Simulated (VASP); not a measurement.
## BeGa3 under changes of volume

One of the cells (16.148 Å³/atom); the others are scaled copies at fixed shape and fractional positions:

```
CELL_PARAMETERS angstrom
-2.05715 2.05715 3.81579
2.05715 -2.05715 3.81579
2.05715 2.05715 -3.81579
ATOMIC_POSITIONS crystal
Ga 0.50000 0.50000 0.00000
Ga 0.25000 0.75000 0.50000
Ga 0.75000 0.25000 0.50000
Be 0.00000 0.00000 0.00000
```

The cell comes from a database or a generator and needn't be the stable form of this composition.

- Program: VASP 6.6.1
- Functional: PBE
- Potentials or basis: VASP PAW PBE potentials, release 64 (Ga_d, Be)
- Cutoff: 520 eV
- k mesh: 9 × 9 × 9
- Occupations: fermi-dirac, width 0.05 eV
- Spin: no spin polarisation

```csv
volume (Å³/atom),energy over the lowest point (meV/atom),pressure (GPa)
14.881,11.43,4.6
15.198,4.13,2.9
15.515,0.02,1.4
16.148,0.00,-1.2
16.465,?,?
16.781,8.90,-3.2
```

What does the run at 16.465 Å³/atom give?

Energy over the lowest point 3.46 meV/atom; pressure -2.3 GPa.

Worked out: A Birch-Murnaghan fit of order 3 (a polynomial in V^(-2/3)) to the other rows has its minimum at 15.83 Å³/atom with B0 = V·E''(V) = 64 GPa and B' = 5.0 at fixed shape and positions, which overstates the stiffness. It gives 3.47 meV/atom at 16.465 Å³/atom, against the run's 3.46, and -dE/dV = -2.3 GPa, against -2.3.

Energies are extrapolated to zero smearing.
